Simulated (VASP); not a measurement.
Crystal: Y2CF2.

```
Y C F
1.0
     3.62529    0.00000    0.00000
    -1.81264    3.13959    0.00000
     0.00000    0.00000    6.32055
Y C F
2 1 2
Direct
  0.33333 0.66667 0.21315
  0.66667 0.33333 0.78685
  0.00000 0.00000 0.00000
  0.33333 0.66667 0.61428
  0.66667 0.33333 0.38572
```

The cell comes from a database or a generator and needn't be the stable form of this composition.

Program: VASP 6.6.1. Alike in all runs: cell as given; cutoff (eV) 520; smearing gaussian 0.03 eV. Hardware: 2 MPI ranks on Intel(R) Xeon(R) Platinum 8488C (Sapphire Rapids) (shared host).

Q: Order these runs on this cell by their wall time, lowest first.
A. task dielectric tensor; level PBE; potentials or basis VASP PAW PBE potentials, release 64 (Y_sv, C, F); spin off; k mesh 12 × 12 × 6; further INCAR settings ALGO = Fast; EDIFF = 1e-08; monkhorst-Pack mesh no
B. task band structure; level PBE; potentials or basis VASP PAW PBE potentials, release 64 (Y_sv, C, F); spin SOC, no magnetisation; k mesh 6 × 6 × 3; further INCAR settings ALGO = Fast; EDIFF = 1e-07; NBANDS = 55
C. task band structure; level LDA; potentials or basis VASP PAW LDA potentials, release 64 (Y_sv, C, F); spin off; k mesh 9 × 9 × 4; further INCAR settings ALGO = Fast; EDIFF = 1e-07; NBANDS = 28

A: C (160 s), B (600 s), A (1400 s).
